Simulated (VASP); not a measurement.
Crystal: YSi3O6.

```
Si Y O
1.0
     3.85520    2.70503    0.00000
     3.85520   -2.70503    0.00000
     1.89869    0.00000   -6.79118
Si Y O
3 1 6
Direct
  0.70900 0.29100 0.50000
  0.30800 0.19600 0.30600
  0.80400 0.69200 0.69400
  0.00000 0.00000 0.00000
  0.39500 0.31300 0.45100
  0.68700 0.60500 0.54900
  0.49800 0.08600 0.12400
  0.91400 0.50200 0.87600
  0.79300 0.02300 0.68400
  0.97700 0.20700 0.31600
```

The cell was built by a generator and needn't be a form met in nature.

Base run:

```yaml
Program: VASP 6.6.1
Functional: PBE
Potentials_or_basis: VASP PAW PBE potentials, release 64 (Si, Y_sv, O)
Cutoff: 520 eV
k_mesh: 4 × 4 × 3
Occupations: fermi-dirac, width 0.0424 eV
Spin: no spin polarisation
```

Its results: band gap on the k mesh none (metal or under the smearing width); pressure 32.6 GPa; largest force 7.180 eV/Å.

Question: The run is repeated on the same cell with these changes: functional from PBE to revPBE; further incar settings from ALGO = Fast; EDIFF = 1e-06; NBANDS = 40 to ALGO = Normal; EDIFF = 1e-06; NBANDS = 40. What comes out?

Answer: Band gap on the k mesh none (metal or under the smearing width); pressure 34.7 GPa; largest force 7.292 eV/Å.

Caveats: a pressure of tens of GPa on the cell as given is suspect, and the run, the potentials or the cell itself is likely at fault; an odd number of electrons without spin polarisation forces a metal; a magnetic or distorted state may lie lower; the PAW data sets were made with another functional, which shifts forces and pressure a little (some runs).

Not every run made on this cell is shown here.
